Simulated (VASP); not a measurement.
All values below come from PBE GGA, VASP's PBE PAW potentials (set 64) (plane waves; VASP).

Input for VASP

**INCAR**
```
SYSTEM = AlCo
PREC = Accurate
ENCUT = 345
EDIFF = 1E-6
NELM = 100
ALGO = Normal
LREAL = .FALSE.
LASPH = .TRUE.
ISMEAR = 0
SIGMA = 0.2
GGA = PE
LMAXMIX = 4
LWAVE = .FALSE.
LCHARG = .FALSE.
ISIF = 2
LDIPOL = .TRUE.
IDIPOL = 3
DIPOL = 0.5 0.5 0.5
```

File POSCAR:
```
AlCo
1.0
  2.8562820000   0.0000000000   0.0000000000
  0.0000000000   2.8562820000   0.0000000000
  0.0000000000   0.0000000000  22.0100000000
Al Co
4 4
Direct
  0.5000000000   0.5000000000   0.2726030000
  0.5000000000   0.5000000000   0.4025440000
  0.5000000000   0.5000000000   0.5324850000
  0.5000000000   0.5000000000   0.6624260000
  0.0000000000   0.0000000000   0.3375740000
  0.0000000000   0.0000000000   0.4675150000
  0.0000000000   0.0000000000   0.5974560000
  0.0000000000   0.0000000000   0.7273970000
```

KPOINTS:
```
Automatic mesh
0
Gamma
15 15 1
0 0 0
```

POTCAR, in this order: Al Co (PBE.64 set). Program: vasp_std.

The cell holds a wide vacuum, so values per volume refer to the whole cell.

Task: Estimate the energy per atom (σ→0), largest force, band gap (on the k-mesh).

Result: 
```json
{
  "energy per atom (σ→0)": "-5.605 eV/atom",
  "band gap (on the k-mesh)": "none (metal, semimetal or under 0.01 eV)",
  "largest_force": "0.796 eV/Å"
}
```

File OSZICAR:
```
...
DAV:  22    -0.449208428871E+02    0.44469E-03   -0.12254E-03  2930   0.311E-01    0.978E-02
DAV:  23    -0.449210901665E+02   -0.24728E-03   -0.46855E-04  2938   0.252E-01    0.193E-01
DAV:  24    -0.449208937755E+02    0.19639E-03   -0.44739E-04  3375   0.236E-01    0.611E-02
DAV:  25    -0.449209105208E+02   -0.16745E-04   -0.64236E-05  2326   0.547E-02    0.541E-02
DAV:  26    -0.449209056802E+02    0.48407E-05   -0.37629E-05  2818   0.513E-02    0.534E-02
DAV:  27    -0.449208995626E+02    0.61176E-05   -0.16954E-05  2779   0.439E-02    0.445E-02
DAV:  28    -0.449208998485E+02   -0.28594E-06   -0.22430E-06  1411   0.152E-02
   1 F= -.44920900E+02 E0= -.44841927E+02  d E =-.157945E+00
```

The cell is a sheet with vacuum, built from a generated structure. The run is not spin-polarised, so no magnetic state was tried.
